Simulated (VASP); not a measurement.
Al2GaP3:

```xyz
6
Lattice="4.3179 0.0000 0.0000 0.0000 4.3179 0.0000 0.0000 0.0000 6.4141" Properties=species:S:1:pos:R:3 pbc="T T T"
Al    0.0000    2.1589    3.2071
Al    2.1589    0.0000    3.2071
Ga    0.0000    0.0000    3.2071
P     0.0000    0.0000    5.4465
P     0.0000    0.0000    0.9677
P     2.1589    2.1589    0.0000
```

The cell was built by a generator and needn't be a form met in nature.

```yaml
Program: VASP 6.6.1
Task: relaxation of cell and atoms
Functional: PBE
Potentials_or_basis: VASP PAW PBE potentials, release 64 (Al, Ga_d, P)
Cutoff: 520 eV
k_mesh: 3 × 3 × 2
Occupations: gaussian, width 0.15 eV
Spin: no spin polarisation
```

At the start: pressure 17.0 GPa; volume 19.93 Å³/atom.

Q: How do energy, volume and symmetry change on relaxing?

A: Over 11 steps the energy falls by 271.3 meV/atom and the volume is 26.75 Å³/atom (+34.2 %); space group P4/mmm (No. 123, to 0.05 Å).

Step by step:
```csv
step,energy change (eV),largest force (eV/Å),pressure (GPa),volume (Å³)
1,0.0000,0.4015,17.01,119.59
2,-1.4498,2.0702,-1.46,160.06
3,-1.4716,1.8645,0.17,153.75
4,-1.4716,1.9010,-0.42,155.03
5,-1.5538,2.1623,1.54,159.32
6,-1.6183,0.1131,0.55,157.79
7,-1.6183,0.1774,0.64,157.84
8,-1.6265,0.1064,-0.05,160.46
9,-1.6267,0.1004,0.03,160.58
10,-1.6271,0.0922,-0.13,160.82
11,-1.6280,0.0156,0.06,160.51
```

Final structure:
```
Al Ga P
1.0
     4.79577    0.00000    0.00000
     0.00000    4.79577    0.00000
     0.00000    0.00000    6.97898
Al Ga P
2 1 3
Direct
  0.00000 0.50000 0.50000
  0.50000 0.00000 0.50000
  0.00000 0.00000 0.50000
  0.00000 0.00000 0.85992
  0.00000 0.00000 0.14008
  0.50000 0.50000 0.00000
```

Caveat: the k mesh is coarse (spacing up to 0.49 Å⁻¹), so the values aren't converged; the volume moved by over 15 % at a fixed basis, so the end points are rough.
